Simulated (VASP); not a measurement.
An input for Quantum ESPRESSO's pw.x (written as the equivalent of a VASP run, and not itself run):

```
&CONTROL
  calculation = 'scf'
  pseudo_dir = './pseudo'
  outdir = './out'
  tprnfor = .true.
  tstress = .true.
/
&SYSTEM
  ibrav = 0
  nat = 2
  ntyp = 1
  ecutwfc = 72
  occupations = 'smearing'
  smearing = 'methfessel-paxton'
  degauss = 0.00735
  input_dft = 'pbe'
/
&ELECTRONS
  conv_thr = 7.3e-08
  electron_maxstep = 100
/
ATOMIC_SPECIES
  Sn 118.710 Sn.upf
CELL_PARAMETERS angstrom
    -2.9733000    2.9733000    1.6218000
     2.9733000   -2.9733000    1.6218000
     2.9733000    2.9733000   -1.6218000
ATOMIC_POSITIONS crystal
  Sn   0.2500000  0.7500000  0.5000000
  Sn   0.0000000  0.0000000  0.0000000
K_POINTS automatic
  12 12 12 0 0 0
```

Question: Write the VASP files for the same calculation (PBE).

Answer: One answer among several that fit: 
KPOINTS:
```
Automatic
0
gamma
 12 12 12
0 0 0
```

**INCAR**
```
SYSTEM = Sn
PREC = Accurate
ENCUT = 400
EDIFF = 1E-6
NELM = 100
ALGO = Normal
LREAL = .FALSE.
LASPH = .TRUE.
ISMEAR = 1
SIGMA = 0.1
GGA = PE
LMAXMIX = 4
LWAVE = .FALSE.
LCHARG = .FALSE.
ISIF = 2
NBANDS = 36
```

**POSCAR**
```
Sn
1
   -2.9733000000     2.9733000000     1.6218000000
    2.9733000000    -2.9733000000     1.6218000000
    2.9733000000     2.9733000000    -1.6218000000
Sn
2
Direct
  0.2500000000   0.7500000000   0.5000000000
  0.0000000000   0.0000000000   0.0000000000
```

POTCAR, in this order: Sn_d (PBE.64 set). Program: vasp_std.

What does not carry over: the potentials are each code's own (VASP's PAW set, PseudoDojo norm-conserving files in pw.x), so ENCUT and ecutwfc are chosen apart and not converted; conv_thr bounds pw.x's estimated SCF error, while EDIFF bounds the energy change between steps; the number of bands isn't carried over, since the valence differs with the files.

The compound is Sn in the beta structure. The cell was not relaxed at this level. The run is one of a series of settings (NBANDS = 36 against the base run), some of them coarse on purpose.
